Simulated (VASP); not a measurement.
The system is GaSb.

```xyz
2
Lattice="0.0000 3.0590 3.0590 3.0590 0.0000 3.0590 3.0590 3.0590 0.0000" Properties=species:S:1:pos:R:3 pbc="T T T"
Ga    0.0000    0.0000    0.0000
Sb    1.5295    1.5295    1.5295
```

The cell was built by a generator and needn't be a form met in nature.

```yaml
Program: VASP 6.6.1
Task: relaxation of cell and atoms
Functional: LDA
Potentials_or_basis: VASP PAW LDA potentials, release 64 (Ga_d, Sb)
Cutoff: 600 eV
k_mesh: 10 × 10 × 10
Occupations: gaussian, width 0.03 eV
Spin: no spin polarisation
```

At the start: pressure -1.6 GPa; volume 28.62 Å³/atom.

Task: Where does the relaxation end?

Result: Over 3 steps the energy falls by 4.4 meV/atom and the volume is 27.75 Å³/atom (-3.0 %); space group F-43m (No. 216, to 0.05 Å).

The path:
| step | energy change (eV) | largest force (eV/Å) | pressure (GPa) | volume (Å³) |
| --- | --- | --- | --- | --- |
| 1 | 0.0000 | 0.0000 | -1.59 | 57.25 |
| 2 | -0.0078 | 0.0000 | 0.58 | 54.93 |
| 3 | -0.0088 | 0.0000 | -0.01 | 55.51 |

Final structure:
```yaml
crystal:
  lattice:
    - [0.00000, 3.02767, 3.02767]
    - [3.02767, 0.00000, 3.02767]
    - [3.02767, 3.02767, 0.00000]
  atoms:
    - { symbol: Ga, position: [0.00000, 0.00000, 0.00000] }
    - { symbol: Sb, position: [0.25000, 0.25000, 0.25000] }
```
